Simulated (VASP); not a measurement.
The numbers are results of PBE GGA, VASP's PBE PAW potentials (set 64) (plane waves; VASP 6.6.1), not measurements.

The input files of a VASP run:

File KPOINTS:
```
Automatic mesh
0
Gamma
4 4 4
0 0 0
```

INCAR:
```
SYSTEM = HgZn3Se4
PREC = Accurate
ENCUT = 400
EDIFF = 1E-6
NELM = 100
ALGO = Normal
LREAL = .FALSE.
LASPH = .TRUE.
ISMEAR = 0
SIGMA = 0.05
GGA = PE
LMAXMIX = 6
LWAVE = .FALSE.
LCHARG = .TRUE.
```

**POSCAR**
```
HgZn3Se4
1
    5.8652151514    -0.0000000000     0.0000000000
    0.0000000000     5.8652151514     0.0000000000
    0.0000000000    -0.0000000000     5.8652151514
Zn Se Hg
3 4 1
Direct
  0.0000000000   0.0000000000   1.0000000000
  0.5000000000   0.5000000000   1.0000000000
  0.5000000000   1.0000000000   0.5000000000
  0.2628743878   0.2371256122   0.2371256122
  0.7371256122   0.7628743878   0.2371256122
  0.7371256122   0.2371256122   0.7628743878
  0.2628743878   0.7628743878   0.7628743878
  0.0000000000   0.5000000000   0.5000000000
```

POTCAR, in this order: Zn Se Hg (PBE.64 set). Program: vasp_std.

What VASP printed:

**OUTCAR**
```
 ion  position               nearest neighbor table
   1  0.000  0.000  0.000-   4 2.50   5 2.50   6 2.50   7 2.50
   2  0.500  0.500  0.000-   4 2.50   5 2.50   6 2.50   7 2.50
   3  0.500  0.000  0.500-   4 2.50   5 2.50   6 2.50   7 2.50
   4  0.263  0.237  0.237-   1 2.50   2 2.50   3 2.50   8 2.67
   5  0.737  0.763  0.237-   1 2.50   2 2.50   3 2.50   8 2.67
   6  0.737  0.237  0.763-   1 2.50   2 2.50   3 2.50   8 2.67
   7  0.263  0.763  0.763-   1 2.50   2 2.50   3 2.50   8 2.67
   8  0.000  0.500  0.500-   4 2.67   5 2.67   6 2.67   7 2.67
  LATTYP: Found a simple cubic cell.
 ALAT       =     5.8652151514
 Subroutine PRICEL returns:
 Original cell was already a primitive cell.
 Subroutine GETGRP returns: Found 24 space group operations
The static configuration has the point symmetry D_2d.
 The point group associated with its full space group is T_d .
The dynamic configuration has the point symmetry D_2d.
 Subroutine INISYM returns: Found 24 space group operations
 Subroutine IBZKPT returns following result:
 Found     10 irreducible k-points:

 Following reciprocal coordinates:
            Coordinates               Weight
  0.000000  0.000000  0.000000      1.000000
  0.250000  0.000000  0.000000      6.000000
  0.500000  0.000000  0.000000      3.000000
  0.250000  0.250000  0.000000     12.000000
  0.500000  0.250000  0.000000     12.000000
  0.500000  0.500000  0.000000      3.000000
  0.250000  0.250000  0.250000      8.000000
  0.500000  0.250000  0.250000     12.000000
  0.500000  0.500000  0.250000      6.000000
  0.500000  0.500000  0.500000      1.000000
   k-points           NKPTS =     10   k-points in BZ     NKDIM =     10   number of bands    NBANDS=     43
   number of dos      NEDOS =    301   number of ions     NIONS =      8
   total plane-waves  NPLWV =  64000
   dimension x,y,z NGX =    40 NGY =   40 NGZ =   40
   dimension x,y,z NGXF=    80 NGYF=   80 NGZF=   80
   ions per type =               3   4   1
   PREC   = accura    normal or accurate (medium, high low for compatibility)
...
```

### OSZICAR
```
       N       E                     dE             d eps       ncg     rms          rms(c)
DAV:   1     0.521222616056E+03    0.52122E+03   -0.28364E+04   860   0.149E+03
DAV:   2     0.367330411858E+02   -0.48449E+03   -0.47026E+03   898   0.369E+02
DAV:   3    -0.214311539942E+02   -0.58164E+02   -0.57588E+02   983   0.132E+02
DAV:   4    -0.232543556502E+02   -0.18232E+01   -0.18171E+01   973   0.234E+01
DAV:   5    -0.232738211004E+02   -0.19465E-01   -0.19438E-01   997   0.232E+00    0.109E+01
DAV:   6    -0.220459263402E+02    0.12279E+01   -0.28795E+00  1145   0.300E+01    0.828E+00
DAV:   7    -0.220645389038E+02   -0.18613E-01   -0.22202E+00   999   0.913E+00    0.388E+00
DAV:   8    -0.220478813131E+02    0.16658E-01   -0.17617E-01  1023   0.505E+00    0.841E-01
DAV:   9    -0.220508906039E+02   -0.30093E-02   -0.29234E-02   905   0.993E-01    0.348E-01
DAV:  10    -0.220506827066E+02    0.20790E-03   -0.61210E-03  1052   0.100E+00    0.102E-01
DAV:  11    -0.220508414266E+02   -0.15872E-03   -0.15928E-03   937   0.349E-01    0.627E-02
DAV:  12    -0.220509255523E+02   -0.84126E-04   -0.64654E-04  1043   0.239E-01    0.217E-02
DAV:  13    -0.220509092196E+02    0.16333E-04   -0.15981E-04  1066   0.126E-01    0.120E-02
DAV:  14    -0.220509093760E+02   -0.15632E-06   -0.19243E-05   902   0.272E-02    0.387E-03
DAV:  15    -0.220509095326E+02   -0.15661E-06   -0.20132E-06   700   0.191E-02
   1 F= -.22050910E+02 E0= -.22050910E+02  d E =-.373587E-13
```

File OUTCAR:
```
------------------------ aborting loop because EDIFF is reached ----------------------------------------
  FORCE on cell =-STRESS in cart. coord.  units (eV):
  Direction    XX          YY          ZZ          XY          YZ          ZX
  --------------------------------------------------------------------------------------
  Total       -0.0857262     -0.0857262     -0.0857262     -0.0000000      0.0000000     -0.0000000
  in kB       -0.6807263     -0.6807263     -0.6807263     -0.0000000      0.0000000     -0.0000000
  external PRESSURE =      -0.6807263 kB  Pullay stress =       0.0000000 kB
  volume of cell :      201.77
      direct lattice vectors                 reciprocal lattice vectors
     5.865215151  0.000000000  0.000000000     0.170496729  0.000000000  0.000000000
     0.000000000  5.865215151  0.000000000     0.000000000  0.170496729  0.000000000
     0.000000000  0.000000000  5.865215151     0.000000000  0.000000000  0.170496729
 POSITION                                       TOTAL-FORCE (eV/Angst)
 -----------------------------------------------------------------------------------
      0.00000      0.00000      0.00000         0.000000     -0.000000      0.000000
      2.93261      2.93261      0.00000         0.000000     -0.000000      0.000000
      2.93261      0.00000      2.93261        -0.000000     -0.000000      0.000000
      1.54181      1.39079      1.39079         0.008186     -0.008186     -0.008186
      4.32340      4.47442      1.39079        -0.008186      0.008186     -0.008186
      4.32340      1.39079      4.47442        -0.008186     -0.008186      0.008186
      1.54181      4.47442      4.47442         0.008186      0.008186      0.008186
      0.00000      2.93261      2.93261         0.000000     -0.000000      0.000000
 -----------------------------------------------------------------------------------
    total drift:                               -0.000000     -0.000000     -0.000000
  FREE ENERGIE OF THE ION-ELECTRON SYSTEM (eV)
  ---------------------------------------------------
  free  energy   TOTEN  =       -22.0509095326 eV

  energy  without entropy=      -22.0509095326  energy(sigma->0) =      -22.05090953
```
(Selected blocks of OUTCAR.)

The structure was generated: HgZn3Se4 was put into an ordered model structure (P-43m), which need not be its known phase. It was relaxed first.
